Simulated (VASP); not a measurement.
**Si: phonons with PBE**

Si:

```
Si
1.0
     0.01443    2.72822    2.70569
     2.72822    0.01443    2.70569
     2.74266    2.74266    0.00000
Si
2
Direct
  0.00071 0.00071 0.99929
  0.24929 0.24929 0.25071
```

| Item | Value |
| --- | --- |
| Program | VASP 6.6.1 |
| Task | phonons |
| Functional | PBE |
| Potentials or basis | VASP PAW PBE potentials, release 64 (Si) |
| Cutoff | 600 eV |
| k mesh | 10 × 10 × 10 |
| Occupations | gaussian, width 0.01 eV |
| Spin | no spin polarisation |
| Further INCAR settings | ALGO = Fast; EDIFF = 1e-08; IBRION = 8; NSW = 1 |

The relaxed volume is 20.44 Å³/atom and the relaxed cell is a = 3.867 Å, b = 3.867 Å, c = 3.867 Å, α = 60.00°, β = 60.00°, γ = 60.01°. The space group after relaxing (to 0.05 Å) is Fd-3m (No. 227) and the highest phonon frequency at Γ is 503 cm⁻¹.

The path:
```tsv
step	energy change (eV)	largest force (eV/Å)	pressure (GPa)	volume (Å³)
1	0.0000	0.0001	1.38	40.28
2	-0.0026	0.0907	-0.86	41.30
3	-0.0036	0.0617	-0.11	40.94
4	-0.0041	0.0106	-0.07	40.92
5	-0.0042	0.0156	-0.05	40.91
6	-0.0042	0.0115	0.04	40.87
7	-0.0042	0.0001	0.00	40.89
```

Final structure:
```
CELL_PARAMETERS angstrom
-0.00011 2.73449 2.73407
2.73449 -0.00011 2.73407
2.73439 2.73439 0.00000
ATOMIC_POSITIONS crystal
Si 0.00000 0.00000 0.00000
Si 0.25000 0.25000 0.25000
```

Phonon frequencies in cm⁻¹ (negative: imaginary):
| q point | frequencies |
| --- | --- |
| (0.000, 0.000, 0.000) | 0 0 0 502 503 503 |

Wall time 6.2 min on 1 thread of AMD EPYC 9R45 96-Core Processor (Zen 5) (shared host), peak memory 0.48 GiB.
